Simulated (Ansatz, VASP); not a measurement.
# BaTiO3 (Barioperovskite): VASP beside Ansatz, part 2 of 2

Aim: how closely do two programs agree when they are given the same cell, functional and k mesh? The cell is taken from a series of runs on this material, whose earlier steps may have relaxed, scaled, displaced or heated it; both programs get it as it stands.

VASP 6.6.1 and Ansatz 0.2.0.

So far: The structure; VASP: dielectric response, LDA.

## (3) Ansatz: dielectric response, LDA

Level of this step: Ansatz beside VASP: Kohn-Sham DFT, plane waves, LDA (Ansatz).

Ansatz runs on its default PAW (the set named soft_2) files.

The same cell, functional (in two slightly different forms) and mesh now go to Ansatz, which takes its cutoff from its data sets.

The input, input.yaml:

```yaml
crystal:
  lattice:
    - [3.9855, 0.0, 0.0]
    - [0.0, 2.8369, 2.84515]
    - [0.0, -2.8369, 2.84515]
  atoms:
    - { symbol: Ba, position: [0.0, 0.0, 0.0] }
    - { symbol: Ti, position: [0.5, 0.5124, 0.5124] }
    - { symbol: O, position: [0.0, 0.4874, 0.4874] }
    - { symbol: O, position: [0.5, 0.50524, 0.99184] }
    - { symbol: O, position: [0.5, 0.99184, 0.50524] }
kpoints:
  mp_grid: { grid: [6, 6, 6] }
hamiltonian:
  xc: lda
scf:
  occupations: { method: fixed }
dielectric: {}
```

Started as:

```bash
$ ansatz run input.yaml --threads 3 --pin off --max-ram 92160MiB --backend cuda --events-out ev --progress --plain --runs-dir out --devices 1 --max-vram 13GiB
```

Numbers of over 12 decimals in the logs are rounded to 6 here.

The program printed:

```text
GPUs: using 1 of 1 available (devices: 1).
Engine: ansatz 0.2.0, x86_64-unknown-linux-gnu
Pseudopotentials: kind: paw
Pseudopotential: Ba, paw, valence charge 10, recommended cutoff 420 eV (normal), Ba.paw.azcp
Pseudopotential: Ti, paw, valence charge 12, recommended cutoff 420 eV (normal), Ti.paw.azcp
Pseudopotential: O, paw, valence charge 6, recommended cutoff 420 eV (normal), O.paw.azcp
Functional definition: SPW92
  exchange = slater_x
  correlation = pw_c
device memory: the entry about to start is reckoned to put 2.3 GiB on a device that reports 43.9 GiB free (of which the cap on the GPU budget leaves the run 13.0 GiB)
GPU FFT provider: cuFFT
GPU libraries: cuBLAS 13.8.2, cuFFT 12.4.0, cuSOLVER 12.3.4
Crystal: 5 atoms, lattice volume = 64.337 Å³
Basis set: ecut = 420 eV, 1249 PW (Γ), exchange–correlation on 54×54×54 points (8 copies of the dense FFT grid, shifted against one another)
Bands: 25, of which v1, the nominal top of the filled ones, is band 20 counted from 1 (19 counted from 0)
Symmetry: 4 space group operations
k-points: 112 of 216 (irreducible under 1 space group operation, time reversal used)
Non-local potential: Ba, projectors of the file, l = 0: 3, l = 1: 2, l = 2: 2, l = 3: 2
Non-local potential: Ti, projectors of the file, l = 0: 3, l = 1: 2, l = 2: 3, l = 3: 1
Non-local potential: O, projectors of the file, l = 0: 2, l = 1: 2, l = 2: 1
PAW form: soft (Blöchl's): semilocal exchange-correlation on the pseudo side does not see the compensation charge
PAW frozen core: Ba, regenerated for the run's functional, and the local potential with it (the file was generated under x = pbe(κ = 0.804, μ = 0.219515), c = pbe(β = 0.066725))
PAW frozen core: Ti, regenerated for the run's functional, and the local potential with it (the file was generated under x = pbe(κ = 0.804, μ = 0.219515), c = pbe(β = 0.066725))
PAW frozen core: O, regenerated for the run's functional, and the local potential with it (the file was generated under x = pbe(κ = 0.804, μ = 0.219515), c = pbe(β = 0.066725))
PAW one-centre angular grid: Ba, 194 points (default); XC on 64 Gauss nodes
PAW one-centre angular grid: Ti, 590 points (default); XC on 64 Gauss nodes
PAW one-centre angular grid: O, 110 points (default); XC on 64 Gauss nodes
Initial density: superposition of atomic densities (neutral atoms: chi_scale 0, normalization atom), corrected by the library's trained network
Initial wavefunctions: pseudopotential atomic-orbital guess
GPU buffer pool allocated for 19683 grid points (all kernels)
GPU transforms: local potential and band sums: pruned to the plane-wave sphere, on 27×27×27
Functional: x = slater, c = lda
SCF iter   1: F=—  HF=-9904.445643 eV  |F-HF|=—  |Δ(HF+E_count)|=         —  Δρ=1.93e-2  dr2=2.36e-1  ethr=1.77e-3  ⟨swp⟩=4.4  Hψ=11928  notcnv=0  defer=198
preconditioner: auto → Resta (q_TF=auto, 2.521 Å⁻¹)  ε∞=6.0  [insulator: Δε(μ)=1.571 eV  Ē_g=11.721 eV  n_scr=18 (ndim 8)  ℏωp=26.2 eV  f_vac=0.000  ε∞_Penn≈6.0]
SCF iter   2: F=—  HF=-9904.412919 eV  |F-HF|=—  |Δ(HF+E_count)|=   3.27e-2  Δρ=1.15e-2  dr2=7.41e-2  ethr=5.89e-4  ⟨swp⟩=2.0  Hψ=5040  notcnv=0  defer=228
SCF iter   3: F=—  HF=-9904.399639 eV  |F-HF|=—  |Δ(HF+E_count)|=   1.33e-2  Δρ=2.90e-3  dr2=3.68e-3  ethr=1.85e-4  ⟨swp⟩=2.5  Hψ=4094  notcnv=0  defer=259
SCF iter   4: F=—  HF=-9904.398767 eV  |F-HF|=—  |Δ(HF+E_count)|=   8.72e-4  Δρ=7.62e-4  dr2=2.60e-4  ethr=9.19e-6  ⟨swp⟩=2.4  Hψ=5200  notcnv=0  defer=328
SCF iter   5: F=—  HF=-9904.398602 eV  |F-HF|=—  |Δ(HF+E_count)|=   1.65e-4  Δρ=2.02e-4  dr2=2.73e-5  ethr=6.50e-7  ⟨swp⟩=2.0  Hψ=4059  notcnv=0  defer=334
SCF iter   6: F=—  HF=-9904.398598 eV  |F-HF|=—  |Δ(HF+E_count)|=   3.89e-6  Δρ=8.97e-5  dr2=4.38e-6  ethr=6.82e-8  ⟨swp⟩=2.0  Hψ=4596  notcnv=0  defer=112
SCF iter   7: F=—  HF=-9904.398707 eV  |F-HF|=—  |Δ(HF+E_count)|=   1.09e-4  Δρ=4.94e-5  dr2=1.69e-6  ethr=1.10e-8  ⟨swp⟩=2.2  Hψ=4498  notcnv=0  defer=112
SCF iter   8: F=—  HF=-9904.398707 eV  |F-HF|=—  |Δ(HF+E_count)|=   3.04e-7  Δρ=8.11e-6  dr2=3.89e-8  ethr=4.23e-9  ⟨swp⟩=2.1  Hψ=3415  notcnv=0  defer=112
SCF iter   9: F=—  HF=-9904.398707 eV  |F-HF|=—  |Δ(HF+E_count)|=   2.24e-9  Δρ=1.12e-6  dr2=8.97e-10  ethr=9.74e-11  ⟨swp⟩=2.0  Hψ=4358  notcnv=0  defer=112
SCF iter  10: F=-9904.398707 eV  HF=-9904.398707 eV  |F-HF|=2.00e-11  |Δ(HF+E_count)|=  5.09e-11  Δρ=2.40e-7  dr2=3.45e-11  ethr=1.00e-12  ⟨swp⟩=8.8  Hψ=11968  notcnv=0
SCF 1 converged in 10 iterations: F = -9904.398707 eV  dr2 = 3.45e-11
  greatest PAW one-centre occupation: 0.999 electrons in one spin orbital (limit 2), on the Ti atom at site 1 (counted from 0), in its partial waves of l = 0
the response reads at least the filled bands of the reference SCF and the lowest empty band at each k-point, and that SCF's band table does not vouch for those bands. The notice of the band table in this run's record says why
device memory: the entry about to start is reckoned to put 0.3 GiB on a device that reports 44.5 GiB free (of which the cap on the GPU budget leaves the run 12.9 GiB)
NSCF: frozen V_eff on 1 k-points
device memory: the entry about to start is reckoned to put 0.3 GiB on a device that reports 44.6 GiB free (of which the cap on the GPU budget leaves the run 12.9 GiB)
NSCF: frozen V_eff on 1 k-points
device memory: the entry about to start is reckoned to put 0.1 GiB (of the 0.1 GiB reckoned in all, the device holds 0.1 GiB already) on a device that reports 48.3 GiB free (of which the cap on the GPU budget leaves the run 12.9 GiB)
device memory: the entry about to start is reckoned to put 1.3 GiB (of the 1.4 GiB reckoned in all, the device holds 0.1 GiB already) on a device that reports 57.1 GiB free (of which the cap on the GPU budget leaves the run 12.9 GiB)
DFPT response loops at Γ: preconditioner auto → none (the input reference at scf.mixing.eps_inf says where Resta's filter doesn't serve); β = 0.50; Broyden in place of MSR1
── the response to a field inside a basis, on 8×8×8 k-points: an SCF that follows is theirs, and a resumed run solves both again ──
device memory: the entry about to start is reckoned to put 0.3 GiB on a device that reports 51.2 GiB free (of which the cap on the GPU budget leaves the run 12.9 GiB)
GPU FFT provider: cuFFT
GPU libraries: cuBLAS 13.8.2, cuFFT 12.4.0, cuSOLVER 12.3.4
Bands: 21, of which v1, the nominal top of the filled ones, is band 20 counted from 1 (19 counted from 0)
k-points: 80 of 512 (time reversal used)
Initial density: handed on by an earlier stage of this run
Initial wavefunctions: pseudopotential atomic-orbital guess (no wavefunctions were taken with the density)
GPU buffer pool allocated for 19683 grid points (all kernels)
GPU transforms: band sums: pruned to the plane-wave sphere, on 27×27×27
Eigensolver: Dense (80 Hₖ)
SCF iter   1: F=—  HF=-9904.401007 eV  |F-HF|=—  |Δ(HF+E_count)|=         —  Δρ=6.72e-4  dr2=5.29e-5  ethr=1.00e-1
preconditioner: auto → Resta (q_TF=auto, 2.521 Å⁻¹)  ε∞=7.3  [insulator: Δε(μ)=2.030 eV  Ē_g=10.473 eV  n_scr=18 (ndim 8)  ℏωp=26.2 eV  f_vac=0.000  ε∞_Penn≈7.3]
SCF iter   2: F=—  HF=-9904.400991 eV  |F-HF|=—  |Δ(HF+E_count)|=   1.62e-5  Δρ=3.07e-4  dr2=2.21e-5  ethr=1.32e-7
SCF iter   3: F=—  HF=-9904.400988 eV  |F-HF|=—  |Δ(HF+E_count)|=   2.95e-6  Δρ=1.69e-4  dr2=6.26e-6  ethr=5.53e-8
SCF iter   4: F=—  HF=-9904.400987 eV  |F-HF|=—  |Δ(HF+E_count)|=   1.20e-6  Δρ=2.85e-5  dr2=2.72e-7  ethr=1.57e-8
SCF iter   5: F=-9904.400987 eV  HF=-9904.400987 eV  |F-HF|=1.14e-8  |Δ(HF+E_count)|=   5.94e-8  Δρ=4.97e-6  dr2=1.57e-8  ethr=6.79e-10
SCF 1 converged in 5 iterations: F = -9904.400987 eV  dr2 = 1.57e-8
device memory: the entry about to start is reckoned to put 0.1 GiB (of the 0.1 GiB reckoned in all, the device holds 0.1 GiB already) on a device that reports 50.9 GiB free (of which the cap on the GPU budget leaves the run 12.9 GiB)
device memory: the entry about to start is reckoned to put 1.6 GiB on a device that reports 51.0 GiB free (of which the cap on the GPU budget leaves the run 12.9 GiB)
DFPT response loops at Γ: mixed as the last ones told, above
SCF converged after 10 iterations
Free energy (F): -9904.398707 eV
Harris-Foulkes:  -9904.398707 eV  (|F-HF|=2.00e-11)
Internal energy: -9904.398707 eV  (E = F + TS)
E sigma→0 (E₀):  -9904.398707 eV
Fermi energy:    9.873884 eV
--- Per-component energies (eV) ---
  E_band       = -151.865381
  E_kinetic    = 964.489497
  E_local      = -2107.464033  (includes V_loc(G=0)·N_el)
  E_nonlocal   = 215.995087
  E_hartree    = 816.239774
  E_xc         = -484.726669
  E_vxc        = -541.949454  (∫ρ·V_xc dr)
  E_paw        = -6494.582179  (= ΣΔE_a)
  E_vpaw       = -315.423431  (= ΣTr[D̂ρ^β])
  E_aug_tail   = 0.007514  (compensation charges beyond the density's cutoff)
  E_ewald      = -2815.256928
  E_core_change = 0.899230  (= ΣΔE_core)
  E_smearing   = -0.000000  (= −TS)
  E_closure    = -0.000000  (closes the sum)
  Σ components = -9904.398707   (vs F -9904.398707, Δ=0.00e0)
--- Band table (eV; the first three rows and the last of 112) ---
  k-point 0: bands = [... 16 lower, 8.7470, 9.5542, 9.6641, 9.7100, 11.6994, 11.7627, 11.9265, 13.9824, ... 1 higher]
  k-point 1: bands = [... 16 lower, 8.5896, 9.0924, 9.4158, 9.5392, 11.8207, 12.2277, 12.3012, 14.0171, ... 1 higher]
  k-point 2: bands = [... 16 lower, 8.2375, 8.3343, 9.1860, 9.2777, 11.8942, 13.0399, 13.0825, 14.0166, ... 1 higher]
  k-point 111: bands = [... 16 lower, 7.5371, 9.8249, 9.8637, 9.8739, 14.0570, 14.0985, 14.1101, 16.5347, ... 1 higher]
--- Dielectric response (ions clamped): 3 representative field directions + reference, inside a basis on a mesh of 512 k-points (Σ response iterations 21) ---
  ε∞ (high-frequency dielectric tensor):
        6.643131    -0.000000     0.000000
       -0.000000     6.465226     0.000000
        0.000000     0.000000     6.351575
  Born effective charges Z* (e; rows j = field, columns β = displacement):
    site 0:
         2.74130   -0.00000    0.00000
        -0.00000    2.75338   -0.00000
         0.00000   -0.00000    2.76596
    site 1:
         7.19166   -0.00000    0.00000
        -0.00000    6.92413   -0.00000
         0.00000   -0.00000    6.70264
    site 2:
        -5.72794    0.00000    0.00000
         0.00000   -2.06306   -0.00000
         0.00000   -0.00000   -2.06558
    site 3:
        -2.10250    0.00000   -0.00000
         0.00000   -3.80722    1.72136
        -0.00000    1.62472   -3.70151
    site 4:
        -2.10250    0.00000   -0.00000
         0.00000   -3.80722   -1.72136
        -0.00000   -1.62472   -3.70151
  Z* charge neutrality: 1.851e-3 e pre-enforcement
  solved inside a basis spanned on kpoints, on 8×8×8 k-points, its susceptibility summed on 10×10×10: ε∞ is read to err by 2.2e-2, Z* by 3.5e-2 e (field_mesh: kpoints solves on kpoints); Z* is corrected for what the basis lacks
```

The column dr2 measures how far the density is from self-consistency, as an energy; F and HF (Harris–Foulkes) agree once it is small.

## (4) Comparison

Known differences besides the potentials themselves: the two LDA forms differ slightly; fixed occupations in Ansatz, narrow Gaussian smearing in VASP; VASP's response is taken on the typed mesh, Ansatz refines its own for the field response alone; the cutoff is 420 eV in Ansatz and 520 eV in VASP; VASP's log shows a relativistic correction to its local exchange, Ansatz's none. Total energies have different zeros and are not compared.

Both answers:

```
                                     quantity  Ansatz   VASP  difference
                                        ε∞ xx    6.64   6.65     -0.17 %
                                        ε∞ yy    6.47   6.53     -1.03 %
                                        ε∞ zz    6.35   6.42     -1.02 %
Born charge of Ba1 (mean of the diagonal) (e)    2.75   2.74       +0.02
Born charge of Ti2 (mean of the diagonal) (e)    6.94   6.98       -0.04
 Born charge of O3 (mean of the diagonal) (e)   -3.29  -3.29        0.00
```

## (5) Results

| Item | Value |
| --- | --- |
| difference in ε∞ yy (dielectric response, LDA) | -1.0 % |

In words: The difference in ε∞ yy is -1.0 % (dielectric response, LDA), within the 5 % picked in this series as the mark of a large difference. Such differences can come from data sets, numerical settings and the points named under the comparisons, not from the functional's error against experiment.

[Lines on the potential files, build, host, timing and source positions are cut from VASP's logs without a mark.]

[Logs are printed without paths, hosts, clocks, repeated set-up lines and the standing remarks that a program may print on its own settings, such as how far it seeks lower states.]

[Hosts, paths, dates, database ids (printed as entryN), source tags and the programs' standing remarks are cut or masked in the printed files.]
